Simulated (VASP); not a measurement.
All values below come from r2SCAN meta-GGA, VASP's PBE PAW potentials (set 64) (plane waves; VASP).

A VASP calculation is set up with these files.

**INCAR**
```
LREAL=.False.   ! projection in real space or not
IBRION=2   ! conjugate gradients
LWAVE=.False.
ALGO=Normal   ! blocked Davidson
METAGGA=R2SCAN
PREC=Accurate
NELM=100   ! most electronic steps
SIGMA=0.1
LCHARG=.False.
SYSTEM=ScAl3
LASPH=.True.   ! aspherical one-centre terms
EDIFF=1E-6
LMAXMIX=4   ! l cut-off of mixed one-centre charges
ISMEAR=1
NSW=60   ! most ionic steps
ISIF=3   ! ions, shape and volume
EDIFFG=-0.02
LMIXTAU=.True.
ENCUT=400
```

File KPOINTS:
```
kpoints
0
Gamma
 7 7 7
```

### POSCAR
```
ScAl3
1.0
  4.0649804705   0.0000000000   0.0000000000
  0.0000000000   4.0649804705   0.0000000000
  0.0000000000   0.0000000000   4.0649804705
Sc Al
1 3
Direct
  0.0000000000   0.0000000000   0.0000000000
  0.5000000000   0.0000000000   0.5000000000
  0.0000000000   0.5000000000   0.5000000000
  0.5000000000   0.5000000000   0.0000000000
```

POTCAR, in this order: Sc_sv Al (PBE.64 set). Program: vasp_std.

The resulting files:

### OSZICAR
```
       N       E                     dE             d eps       ncg     rms          rms(c)
DAV:   1     0.871504357265E+02    0.87150E+02   -0.74584E+03   560   0.109E+03
DAV:   2    -0.301365660049E+02   -0.11729E+03   -0.11557E+03   574   0.356E+02
DAV:   3    -0.370788237580E+02   -0.69423E+01   -0.67371E+01   872   0.666E+01
DAV:   4    -0.371985549159E+02   -0.11973E+00   -0.11954E+00   760   0.962E+00
DAV:   5    -0.372019894614E+02   -0.34345E-02   -0.34340E-02   802   0.164E+00    0.123E+01
DAV:   6    -0.335698981029E+02    0.36321E+01   -0.56642E+00   768   0.379E+01    0.453E+00
DAV:   7    -0.332394476263E+02    0.33045E+00   -0.55303E-01   662   0.768E+00    0.218E+00
DAV:   8    -0.334433143982E+02   -0.20387E+00   -0.66693E-01   764   0.763E+00    0.793E-01
DAV:   9    -0.334369836516E+02    0.63307E-02   -0.11198E-01   754   0.424E+00    0.374E-01
DAV:  10    -0.335026807259E+02   -0.65697E-01   -0.13665E-01   792   0.442E+00    0.258E-01
DAV:  11    -0.334994662621E+02    0.32145E-02   -0.11370E-02   894   0.152E+00    0.165E-01
DAV:  12    -0.335029595425E+02   -0.34933E-02   -0.42175E-03   696   0.704E-01    0.307E-02
DAV:  13    -0.335028698652E+02    0.89677E-04   -0.50720E-04   726   0.254E-01    0.213E-02
DAV:  14    -0.335030078436E+02   -0.13798E-03   -0.14370E-04   740   0.136E-01    0.896E-03
DAV:  15    -0.335030635562E+02   -0.55713E-04   -0.60555E-05   626   0.938E-02    0.754E-03
DAV:  16    -0.335030644485E+02   -0.89224E-06   -0.10510E-05   750   0.420E-02    0.293E-03
DAV:  17    -0.335030681957E+02   -0.37472E-05   -0.45791E-06   650   0.262E-02    0.162E-03
DAV:  18    -0.335030684148E+02   -0.21917E-06   -0.12823E-07   334   0.442E-03
   1 F= -.33503068E+02 E0= -.33502660E+02  d E =-.335031E+02
       N       E                     dE             d eps       ncg     rms          rms(c)
DAV:   1    -0.335625490889E+02   -0.59481E-01   -0.16218E+00   680   0.203E+01    0.195E+00
DAV:   2    -0.335095348758E+02    0.53014E-01   -0.33308E-01   798   0.829E+00    0.386E-01
DAV:   3    -0.335073370150E+02    0.21979E-02   -0.78865E-03   722   0.736E-01    0.216E-01
DAV:   4    -0.335061210711E+02    0.12159E-02   -0.42384E-03   680   0.467E-01    0.794E-02
DAV:   5    -0.335059071398E+02    0.21393E-03   -0.24642E-03   850   0.483E-01    0.549E-02
DAV:   6    -0.335063378423E+02   -0.43070E-03   -0.70195E-04   766   0.196E-01    0.348E-02
DAV:   7    -0.335063383564E+02   -0.51411E-06   -0.27776E-05   844   0.655E-02    0.257E-02
DAV:   8    -0.335063355368E+02    0.28197E-05   -0.45144E-06   654   0.284E-02    0.247E-02
DAV:   9    -0.335063446132E+02   -0.90764E-05   -0.21780E-05   742   0.580E-02    0.171E-02
DAV:  10    -0.335063442803E+02    0.33283E-06   -0.37078E-06   678   0.200E-02
   2 F= -.33506344E+02 E0= -.33505947E+02  d E =-.327587E-02
       N       E                     dE             d eps       ncg     rms          rms(c)
DAV:   1    -0.335131990444E+02   -0.68544E-02   -0.17256E-01   668   0.665E+00    0.626E-01
DAV:   2    -0.335076269149E+02    0.55721E-02   -0.29798E-02   766   0.252E+00    0.128E-01
DAV:   3    -0.335074284701E+02    0.19844E-03   -0.58586E-04   602   0.206E-01    0.692E-02
DAV:   4    -0.335073115199E+02    0.11695E-03   -0.45602E-04   720   0.159E-01    0.280E-02
DAV:   5    -0.335073247774E+02   -0.13258E-04   -0.16532E-04   816   0.115E-01    0.180E-02
DAV:   6    -0.335073439831E+02   -0.19206E-04   -0.34991E-05   662   0.485E-02    0.921E-03
DAV:   7    -0.335073425550E+02    0.14281E-05   -0.87809E-06   650   0.396E-02    0.483E-03
DAV:   8    -0.335073404064E+02    0.21486E-05   -0.11135E-05   682   0.450E-02    0.412E-03
DAV:   9    -0.335073436848E+02   -0.32783E-05   -0.35702E-06   566   0.264E-02    0.118E-03
DAV:  10    -0.335073435563E+02    0.12845E-06   -0.65758E-08   298   0.295E-03
   3 F= -.33507344E+02 E0= -.33506943E+02  d E =-.427514E-02
```

### OUTCAR
```
------------------------ aborting loop because EDIFF is reached ----------------------------------------
  FORCE on cell =-STRESS in cart. coord.  units (eV):
  Direction    XX          YY          ZZ          XY          YZ          ZX
  --------------------------------------------------------------------------------------
  Total        0.0091812      0.0091812      0.0091812      0.0000000     -0.0000000     -0.0000000
  in kB        0.2158553      0.2158553      0.2158553      0.0000000     -0.0000000     -0.0000000
  external PRESSURE =       0.2158553 kB  Pullay stress =       0.0000000 kB
  volume of cell :       68.15
      direct lattice vectors                 reciprocal lattice vectors
     4.084599029 -0.000000000  0.000000000     0.244822073 -0.000000000  0.000000000
     0.000000000  4.084599029 -0.000000000     0.000000000  0.244822073 -0.000000000
    -0.000000000  0.000000000  4.084599029    -0.000000000  0.000000000  0.244822073
 POSITION                                       TOTAL-FORCE (eV/Angst)
 -----------------------------------------------------------------------------------
      0.00000      0.00000      0.00000         0.000000     -0.000000      0.000000
      2.04230      0.00000      2.04230         0.000000     -0.000000      0.000000
     -0.00000      2.04230      2.04230        -0.000000      0.000000      0.000000
      2.04230      2.04230      0.00000         0.000000      0.000000      0.000000
 -----------------------------------------------------------------------------------
    total drift:                               -0.000000     -0.000000     -0.000000
  FREE ENERGIE OF THE ION-ELECTRON SYSTEM (eV)
  ---------------------------------------------------
  free  energy   TOTEN  =       -33.5073435563 eV

  energy  without entropy=      -33.5061407652  energy(sigma->0) =      -33.50694263

 reached required accuracy - stopping structural energy minimisation
```
(Selected blocks of OUTCAR.)

CONTCAR:
```
ScAl3
   1.00000000000000
     4.0845990294841634   -0.0000000000000000    0.0000000000000000
     0.0000000000000000    4.0845990294841634   -0.0000000000000000
    -0.0000000000000000    0.0000000000000000    4.0845990294841634
  Sc              Al
     1     3
Direct
     0.0000000000000000    0.0000000000000000    0.0000000000000000
     0.5000000000000000    0.0000000000000000    0.5000000000000000
     0.0000000000000000    0.5000000000000000    0.5000000000000000
     0.5000000000000000    0.5000000000000000    0.0000000000000000
```

The structure comes from a computed database's ScAl3 entry (Pm-3m); how it stands against other phases isn't given here. This run relaxes it. Symmetry was kept, so distortions that lower it aren't found. The start is the result of an earlier pass.
